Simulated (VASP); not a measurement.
Consider the following.

```xyz
3
Lattice="0.0000 3.5817 3.5817 3.5817 0.0000 3.5817 3.5817 3.5817 0.0000" Properties=species:S:1:pos:R:3 pbc="T T T"
Ba     0.0000     0.0000     0.0000
Si     1.7908     1.7908     1.7908
Si     5.3725     5.3725     5.3725
```

The numbers are results of PBEsol GGA, VASP's PBE PAW potentials (set 64) (plane waves; VASP), not measurements. Run with 400 eV cut-off, Gaussian smearing of 0.050 eV, potentials Ba_sv Si.

Unless said otherwise, spin-orbit coupling is left out, though it shifts the bands of the heavy elements here.

Question: Predict the band gap (along the path) with the smallest direct gap where there is one.

Answer: 
- band gap (along the path) = none (metal, semimetal or under 0.01 eV)

Only differences to runs with the same potentials and settings are physical.

The structure was generated: BaSi2 was put into the fluorite type (Fm-3m), which need not be its known phase. It was relaxed first, which changed the volume by -13 %.
